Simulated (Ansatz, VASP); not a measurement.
## Cross-check of W2N between VASP and Ansatz

One calculation is typed for both programs; each brings its own data sets. How far apart do they land? The cell is taken from a series of runs on this material, whose earlier steps may have relaxed, scaled, displaced or heated it; both programs get it as it stands.

Calculated with Ansatz 0.2.0; plane waves, with VASP 6.6.1 beside it; PBE.

**1. The structure**

The cell holds 3 atoms: 1 N and 2 W. Its edges and angles: a = 2.724 Å, b = 2.766 Å, c = 29.624 Å, α = 90.0°, β = 90.0°, γ = 119.5°. Vacuum lies along c.

**2. Ansatz: zone-centre phonons, PBE**

Ansatz runs on its PAW soft_1 files.

Second derivatives magnify differences that forces hide, and they need a tight electronic threshold.

input.yaml reads:

```yaml
crystal:
  lattice:
    - [2.7240801518, 0.0, 0.0]
    - [-1.3620400759, 2.4072679729, 0.0]
    - [0.0, 0.0, 29.6237063742]
  atoms:
    - { symbol: "N", position: [0.0, 0.0, 0.3375674831] }
    - { symbol: W, position: [0.3314852803, 0.6629705605, 0.3873253216] }
    - { symbol: W, position: [0.6685147197, 0.3370294395, 0.2878096446] }
  periodic: [true, true, false]
kpoints:
  mp_grid: { grid: [18, 18, 1] }
hamiltonian:
  xc: pbe
  pseudopotentials: { kind: paw, azcp: { folder: soft_1 } }
scf:
  occupations: { method: methfessel_paxton, width: 0.2 }
output:
  eigenvalues: true
phonons:
  method: dfpt
```

On the command line:

```sh
ansatz run input.yaml --threads 4 --pin off --max-ram 16384MiB --backend cpu --events-out ev --progress --plain --runs-dir out
```

Numbers of over 12 decimals in the logs are rounded to 6 here.

The log of the run:

```text
Warning: crystal.symmetry: narrowed to the stabiliser of the run's FFT grids — unitary ops 4 → 2. A phonons.method: dfpt run fills in the rows of the dynamical matrix that it does not solve by its symmetry operations, which is exact only for operations that map its FFT grids onto themselves: filled in by any other, the frequencies could depend on the order in which like atoms are typed, or, by more than the grids' own error, on where the crystal sits among the grids' points. Excluded: 2 operations. The run can therefore solve more perturbations, solve them on more k-points, or both, and cost more. [rest of the remark cut]
Engine: ansatz 0.2.0, aarch64-unknown-linux-gnu
Pseudopotentials: kind: paw
Pseudopotential: N, paw, valence charge 5, recommended cutoff 420 eV (normal), soft_1/N.paw.azcp
Pseudopotential: W, paw, valence charge 14, recommended cutoff 420 eV (normal), soft_1/W.paw.azcp
Functional definition: PBE
  parameter kappa = 0.804
  parameter beta = 0.066725
  exchange = pbe_x(kappa = kappa, mu = beta*pi^2/3)
  correlation = pbe_c(beta = beta)
Crystal: 3 atoms, lattice volume = 194.260 Å³
Basis set: ecut = 420 eV, 3807 PW (Γ), exchange–correlation on 40×40×400 points (8 copies of the dense FFT grid, shifted against one another)
Bands: 21, of which v1, the nominal top of the filled ones, is band 17 counted from 1 (16 counted from 0)
Symmetry: 4 space group operations
k-points: 91 of 324 (irreducible under 2 space group operations, time reversal used)
Non-local potential: N, projectors of the file, l = 0: 2, l = 1: 2, l = 2: 1
Non-local potential: W, projectors of the file, l = 0: 3, l = 1: 2, l = 2: 2, l = 3: 1
PAW form: soft (Blöchl's): semilocal exchange-correlation on the pseudo side does not see the compensation charge
PAW one-centre angular grid: N, 110 points (default); XC on 64 Gauss nodes
PAW one-centre angular grid: W, 590 points (default); XC on 64 Gauss nodes
Initial density: superposition of atomic densities (neutral atoms: chi_scale 0, normalization atom)
Initial wavefunctions: pseudopotential atomic-orbital guess
Functional: x = pbe(κ = 0.804, μ = 0.219515), c = pbe(β = 0.066725)
SCF iter   1: F=—  HF=-21154.782314 eV  |F-HF|=—  |Δ(HF+E_count)|=         —  Δρ=5.51e-2  dr2=7.87e0  ethr=3.10e-3  ⟨swp⟩=12.0  Hψ=16051  notcnv=0
preconditioner: auto → LDOS  [metal: Δε(μ)=0.048 eV  Ē_g=8.292 eV  σ=0.200 eV  W_gap=0.20  n_scr=18 (ndim 8)  ℏωp=11.0 eV  f_vac=0.736  D(μ)=2.39/eV (n_scr^D=14)  β→1.0]
SCF iter   2: F=—  HF=-21153.167330 eV  |F-HF|=—  |Δ(HF+E_count)|=    1.61e0  S|Δr|=    0.00e0  Δρ=2.30e-2  dr2=7.71e-1  ethr=3.10e-3  ⟨swp⟩=4.1  Hψ=6342  notcnv=0  defer=23
SCF iter   3: F=—  HF=-21152.944981 eV  |F-HF|=—  |Δ(HF+E_count)|=   2.22e-1  S|Δr|=    0.00e0  Δρ=4.35e-3  dr2=4.42e-2  ethr=2.34e-3  ⟨swp⟩=3.3  Hψ=5158  notcnv=0
SCF iter   4: F=—  HF=-21152.943480 eV  |F-HF|=—  |Δ(HF+E_count)|=   1.50e-3  S|Δr|=    0.00e0  Δρ=1.48e-3  dr2=7.52e-3  ethr=1.34e-4  ⟨swp⟩=3.3  Hψ=4127  notcnv=0
SCF iter   5: F=—  HF=-21152.942482 eV  |F-HF|=—  |Δ(HF+E_count)|=   9.98e-4  S|Δr|=    0.00e0  Δρ=4.60e-4  dr2=4.33e-4  ethr=2.28e-5  ⟨swp⟩=3.7  Hψ=4374  notcnv=0
SCF iter   6: F=—  HF=-21152.942612 eV  |F-HF|=—  |Δ(HF+E_count)|=   1.30e-4  S|Δr|=    0.00e0  Δρ=1.33e-4  dr2=7.65e-5  ethr=1.31e-6  ⟨swp⟩=3.8  Hψ=4581  notcnv=0
SCF iter   7: F=—  HF=-21152.942634 eV  |F-HF|=—  |Δ(HF+E_count)|=   2.25e-5  S|Δr|=    0.00e0  Δρ=3.73e-5  dr2=5.64e-6  ethr=2.32e-7  ⟨swp⟩=3.9  Hψ=3880  notcnv=0
SCF iter   8: F=—  HF=-21152.942627 eV  |F-HF|=—  |Δ(HF+E_count)|=   7.56e-6  S|Δr|=    0.00e0  Δρ=9.69e-6  dr2=2.42e-7  ethr=1.71e-8  ⟨swp⟩=3.8  Hψ=4610  notcnv=0
SCF iter   9: F=—  HF=-21152.942625 eV  |F-HF|=—  |Δ(HF+E_count)|=   1.79e-6  S|Δr|=    0.00e0  Δρ=1.94e-6  dr2=1.22e-8  ethr=7.32e-10  ⟨swp⟩=4.1  Hψ=4533  notcnv=0
SCF iter  10: F=—  HF=-21152.942625 eV  |F-HF|=—  |Δ(HF+E_count)|=   1.83e-8  S|Δr|=    0.00e0  Δρ=5.19e-7  dr2=3.72e-10  ethr=3.71e-11  ⟨swp⟩=4.5  Hψ=4865  notcnv=0
SCF iter  11: F=—  HF=-21152.942625 eV  |F-HF|=—  |Δ(HF+E_count)|=   6.26e-9  S|Δr|=    0.00e0  Δρ=1.19e-7  dr2=1.76e-11  ethr=1.13e-12  ⟨swp⟩=4.3  Hψ=5222  notcnv=0
SCF iter  12: F=-21152.942625 eV  HF=-21152.942625 eV  |F-HF|=6.18e-11  |Δ(HF+E_count)|=  3.60e-10  S|Δr|=    0.00e0  Δρ=2.07e-8  dr2=5.70e-13  ethr=1.00e-12  ⟨swp⟩=15.9  Hψ=16311  notcnv=0
SCF 1 converged in 12 iterations: F = -21152.942625 eV  dr2 = 5.70e-13
  greatest PAW one-centre occupation: 0.999 electrons in one spin orbital (limit 2), on the W atom at site 2 (counted from 0), in its partial waves of l = 0
DFPT response loops at Γ: preconditioner auto → none (partly filled bands, converged f_vac=0.740); β = 0.50; Broyden in place of MSR1
SCF converged after 12 iterations
Stability not checked: this state was not tested for a lower state beside it, because cold or Methfessel-Paxton smearing, or corrected tetrahedra, fill the levels in a way that the test cannot read (fill_not_monotonic; see scf.lower_state_search)
Free energy (F): -21152.942625 eV
Harris-Foulkes:  -21152.942625 eV  (|F-HF|=6.18e-11)
Internal energy: -21152.943475 eV  (E = F + TS)
E sigma→0 (E₀):  -21152.942838 eV
Entropy (-TS):   0.000850 eV (0.283 meV/atom)
Fermi energy:    -5.333788 eV
--- Per-component energies (eV) ---
  E_band       = -1032.169911
  E_kinetic    = 971.520223
  E_local      = -87711.537589  (includes V_loc(G=0)·N_el)
  E_nonlocal   = -15.055600
  E_hartree    = 43301.253559
  E_xc         = -592.456550
  E_vxc        = -534.911784  (∫ρ·V_xc dr)
  E_paw        = -17283.554705  (= ΣΔE_a)
  E_vpaw       = -344.693418  (= ΣTr[D̂ρ^β])
  E_aug_tail   = 0.001133  (compensation charges beyond the density's cutoff)
  E_ewald      = 40176.886055
  E_smearing   = 0.000850  (= −TS)
  E_closure    = 0.000000  (closes the sum)
  Σ components = -21152.942625   (vs F -21152.942625, Δ=0.00e0)
--- Band table (eV; the first three rows and the last of 91) ---
  k-point 0: bands = [... 13 lower, -6.7167, -6.6991, -6.5585, -6.5570, -6.0698, -4.8313, -4.4379, -3.5090]
  k-point 1: bands = [... 13 lower, -7.1458, -6.6333, -6.6059, -6.2831, -5.9497, -4.9598, -4.4597, -3.2981]
  k-point 2: bands = [... 13 lower, -7.7009, -6.7956, -6.5139, -6.0567, -5.5942, -5.1397, -4.4455, -3.1789]
  k-point 90: bands = [... 13 lower, -7.3986, -7.0975, -6.6582, -5.1900, -4.0972, -3.6213, -2.3057, -1.8226]
--- Phonons (Γ-DFPT): 9 representative perturbations + reference, on 91 of 324 k-points (Σ response iterations 49) ---
  ASR residual: 1.747e-5 → 0.000e0 eV/Å²; symmetrization residual: 8.368e-6 eV/Å²
  The last average, over the group as it would stand without the narrowing to the FFT grids, took up to 3.278e-6 eV/Å² of the zone centre's force constants
  ASR residual per site (eV/Å²): 7.62e-6 1.75e-5 1.54e-5
  Γ frequencies (cm⁻¹): 0.00 0.00 0.00 85.03 90.40 154.62 316.82 326.00 562.04
  non-analytic LO–TO correction: not included (Born effective charges unavailable; polar crystals: no LO–TO splitting at Γ)
```

The column dr2 measures how far the density is from self-consistency, as an energy; F and HF (Harris–Foulkes) agree once it is small.

[end of part 1 of 2]

[Lines on the potential files, build, host, timing and source positions are cut from VASP's logs without a mark.]

[Logs are printed without paths, hosts, clocks, repeated set-up lines and the standing remarks that a program may print on its own settings, such as how far it seeks lower states.]

[Hosts, paths, dates, database ids (printed as entryN), source tags and the programs' standing remarks are cut or masked in the printed files.]
